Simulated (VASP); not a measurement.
Data:

```yaml
crystal:
  lattice:
    - [0.00000, 3.00000, 3.00000]
    - [3.00000, 0.00000, 3.00000]
    - [3.00000, 3.00000, 0.00000]
  atoms:
    - { symbol: Al, position: [0.25000, 0.25000, 0.25000] }
    - { symbol: Al, position: [0.75000, 0.75000, 0.75000] }
    - { symbol: Au, position: [0.00000, 0.00000, 0.00000] }
```

Method: r2SCAN meta-GGA, VASP's PBE PAW potentials (set 64) (plane waves; VASP). Numerical set-up: 480 eV cut-off, 8×8×8 Γ-centred mesh, first-order Methfessel-Paxton smearing of 0.10 eV, potentials Al Au.

Unless said otherwise, spin-orbit coupling is left out, though it shifts the bands of the heavy elements here.

Predict the energy per atom (σ→0), band gap (on the k-mesh) with the smallest direct gap where there is one.

```
Property                                                     Value
------------------------  ----------------------------------------
band gap (on the k-mesh)  none (metal, semimetal or under 0.01 eV)
energy per atom (σ→0)                              -21.851 eV/atom
```

Total energies compare only between runs with the same potentials, cut-off and functional.

The compound is AuAl2 in the fluorite structure. The cell was not relaxed at this level. The electron count is odd and the run is not spin-polarised, which forces a metal.
